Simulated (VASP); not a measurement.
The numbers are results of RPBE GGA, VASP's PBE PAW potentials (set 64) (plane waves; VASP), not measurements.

The input files of a VASP run:

### INCAR
```
# general
SYSTEM = KMgF3
PREC   = Accurate
ENCUT  = 520
LREAL  = .FALSE.   # projection in real space or not
LASPH  = .TRUE.

# electronic loop
EDIFF  = 1E-7   # SCF stop (eV)
NELM   = 100
ALGO   = Normal   # blocked Davidson

# smearing
ISMEAR = 0   # Gaussian
SIGMA  = 0.05   # width (eV)

# functional
GGA    = RP

# ions
ISIF   = 2   # forces and stress, cell fixed

# output
LWAVE  = .FALSE.
LCHARG = .FALSE.
```

**POSCAR**
```
KMgF3
1
    4.2061058172     0.0000000000     0.0000000000
    0.0000000000     4.2061058172     0.0000000000
    0.0000000000     0.0000000000     4.2061058172
K Mg F
1 1 3
Direct
  0.0000000000   0.0000000000   0.0000000000
  0.5000000000   0.5000000000   0.5000000000
  0.5000000000   0.0000000000   0.5000000000
  0.0000000000   0.5000000000   0.5000000000
  0.5000000000   0.5000000000   0.0000000000
```

**KPOINTS**
```
Automatic
0
G
  6 6 6
0 0 0
```

POTCAR, in this order: K_sv Mg F (PBE.64 set). Program: vasp_std.

Output

### OSZICAR
```
       N       E                     dE             d eps       ncg     rms          rms(c)
DAV:   1     0.244639523608E+03    0.24464E+03   -0.17252E+04   800   0.153E+03
DAV:   2    -0.131057094100E+02   -0.25775E+03   -0.24695E+03  1124   0.373E+02
DAV:   3    -0.251055382448E+02   -0.12000E+02   -0.11973E+02   944   0.801E+01
DAV:   4    -0.255228954247E+02   -0.41736E+00   -0.41674E+00  1424   0.124E+01
DAV:   5    -0.255241163300E+02   -0.12209E-02   -0.12208E-02   928   0.706E-01    0.919E+00
DAV:   6    -0.231599745846E+02    0.23641E+01   -0.10489E+01   908   0.223E+01    0.334E+00
DAV:   7    -0.231753148340E+02   -0.15340E-01   -0.23894E-01  1052   0.340E+00    0.211E+00
DAV:   8    -0.232039151523E+02   -0.28600E-01   -0.11389E-01   928   0.358E+00    0.291E-01
DAV:   9    -0.232054654764E+02   -0.15503E-02   -0.12190E-02  1008   0.831E-01    0.137E-01
DAV:  10    -0.232065990044E+02   -0.11335E-02   -0.18244E-03  1040   0.372E-01    0.463E-02
DAV:  11    -0.232066243507E+02   -0.25346E-04   -0.66435E-05  1040   0.702E-02    0.247E-02
DAV:  12    -0.232066192429E+02    0.51079E-05   -0.60226E-05   936   0.556E-02    0.394E-03
DAV:  13    -0.232066199474E+02   -0.70452E-06   -0.35767E-06  1044   0.148E-02    0.143E-03
DAV:  14    -0.232066198544E+02    0.92954E-07   -0.42875E-07   904   0.527E-03
   1 F= -.23206620E+02 E0= -.23206620E+02  d E =-.902327E-15
```

**OUTCAR**
```
------------------------ aborting loop because EDIFF is reached ----------------------------------------
  FORCE on cell =-STRESS in cart. coord.  units (eV):
  Direction    XX          YY          ZZ          XY          YZ          ZX
  --------------------------------------------------------------------------------------
  Total       -1.3607232     -1.3607232     -1.3607232     -0.0000000      0.0000000     -0.0000000
  in kB      -29.2981221    -29.2981221    -29.2981221     -0.0000000      0.0000000     -0.0000000
  external PRESSURE =     -29.2981221 kB  Pullay stress =       0.0000000 kB
  volume of cell :       74.41
      direct lattice vectors                 reciprocal lattice vectors
     4.206105817  0.000000000  0.000000000     0.237749606  0.000000000  0.000000000
     0.000000000  4.206105817  0.000000000     0.000000000  0.237749606  0.000000000
     0.000000000  0.000000000  4.206105817     0.000000000  0.000000000  0.237749606
 POSITION                                       TOTAL-FORCE (eV/Angst)
 -----------------------------------------------------------------------------------
      0.00000      0.00000      0.00000         0.000000      0.000000      0.000000
      2.10305      2.10305      2.10305         0.000000      0.000000      0.000000
      2.10305      0.00000      2.10305         0.000000      0.000000      0.000000
      0.00000      2.10305      2.10305         0.000000      0.000000      0.000000
      2.10305      2.10305      0.00000         0.000000      0.000000      0.000000
 -----------------------------------------------------------------------------------
    total drift:                                0.000000     -0.000000     -0.000000
  FREE ENERGIE OF THE ION-ELECTRON SYSTEM (eV)
  ---------------------------------------------------
  free  energy   TOTEN  =       -23.2066198544 eV

  energy  without entropy=      -23.2066198544  energy(sigma->0) =      -23.20661985
```
(Selected blocks of OUTCAR.)

### OUTCAR
```
 val. band max:       -2.1205721600   @ k =   0.5000   0.5000   0.5000

 cond. band min:       4.3624148379   @ k =   0.0000   0.0000   0.0000


 Fermi energy:        -1.8579130282

 k-point     1 :       0.0000    0.0000    0.0000
  band No.  band energies     occupation
      1     -28.3179      2.00000
      2     -21.9598      2.00000
      3     -21.5105      2.00000
      4     -21.5105      2.00000
      5     -11.7403      2.00000
      6     -11.7403      2.00000
      7     -11.7403      2.00000
      8      -4.1801      2.00000
      9      -4.1801      2.00000
     10      -4.1801      2.00000
     11      -2.5967      2.00000
     12      -2.5967      2.00000
     13      -2.5967      2.00000
     14      -2.4281      2.00000
     15      -2.4281      2.00000
     16      -2.4281      2.00000
     17       4.3624      0.00000
     18       7.9206      0.00000
     19       7.9206      0.00000
     20       9.7903      0.00000

 k-point     2 :       0.1667    0.0000    0.0000
  band No.  band energies     occupation
      1     -28.3154      2.00000
      2     -21.9358      2.00000
      3     -21.5352      2.00000
      4     -21.5096      2.00000
      5     -11.7434      2.00000
      6     -11.7342      2.00000
      7     -11.7342      2.00000
      8      -4.1607      2.00000
      9      -4.1474      2.00000
     10      -4.1474      2.00000
     11      -2.6386      2.00000
     12      -2.6386      2.00000
     13      -2.6383      2.00000
     14      -2.6253      2.00000
     15      -2.4639      2.00000
     16      -2.4639      2.00000
     17       4.7856      0.00000
     18       8.1036      0.00000
     19       8.1137      0.00000
     20       9.8529      0.00000

 k-point     3 :       0.3333    0.0000    0.0000
  band No.  band energies     occupation
      1     -28.3103      2.00000
      2     -21.8765      2.00000
      3     -21.5964      2.00000
      4     -21.5076      2.00000
      5     -11.7498      2.00000
...
```

The compound is KMgF3 in the cubic perovskite structure. This cell is one point of a volume scan, at 1.06 of the reference volume.
